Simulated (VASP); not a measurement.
Crystal: BaZrO3.

```
Ba Zr O
1.0
     4.23495    0.00000    0.00000
     0.00000    4.23495    0.00000
     0.00000    0.00000    4.23495
Ba Zr O
1 1 3
Direct
  0.00000 0.00000 0.00000
  0.50000 0.50000 0.50000
  0.50000 0.50000 0.00000
  0.00000 0.50000 0.50000
  0.50000 0.00000 0.50000
```

The cell was built by a generator and needn't be a form met in nature.

Program: VASP 6.6.1. Alike in all runs: task electrostatic potential; potentials or basis VASP PAW PBE potentials, release 64 (Ba_sv, Zr_sv, O); no spin polarisation; cell as given; cutoff (eV) 520; smearing gaussian 0.02 eV.

Problem. Order these runs on this cell by their band gap on the k mesh, lowest first.
A. level HSE06; k mesh 6 × 6 × 6; grid for exact exchange (PRECFOCK) Fast; screening parameter 0.2 1/A
B. level PBE0; k mesh 4 × 4 × 4; grid for exact exchange (PRECFOCK) Fast; exchange at q = 0 default
C. level r2SCAN; k mesh 6 × 6 × 6

Solution. C (3.62 eV), A (4.62 eV), B (5.35 eV).

Caveats: spin-orbit coupling is left out, which moves the levels of the heavy elements.

A k mesh can miss the band edges.

Runs at the PBE level aren't shown here.
